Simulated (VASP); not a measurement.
Energy against volume of BAs (zinc blende). Calculation: PBE GGA, VASP's PBE PAW potentials (set 64) (plane waves; VASP). Numerical set-up: 520 eV cut-off, 9×9×9 Γ-centred mesh, Gaussian smearing of 0.050 eV, potentials B As.

```csv
V (Å³/atom),E (eV/atom)
13.129,-5.68332
13.547,-5.70099
13.966,-5.70654
14.385,-5.70170
```

Problem. Fit these four points and predict the energy of the run at 14.804 Å³/atom.

Solution. A cubic in V^(−2/3), the third-order Birch-Murnaghan form, passes through the four points with V0 = 13.97 Å³/atom and B0 = 132 GPa, and gives -5.6880 eV/atom there. The run gave -5.6880 eV/atom, -0.0 meV/atom from the fit; all five points give B0 = 132 GPa.

The compound is BAs in the zinc blende structure. It was relaxed first.
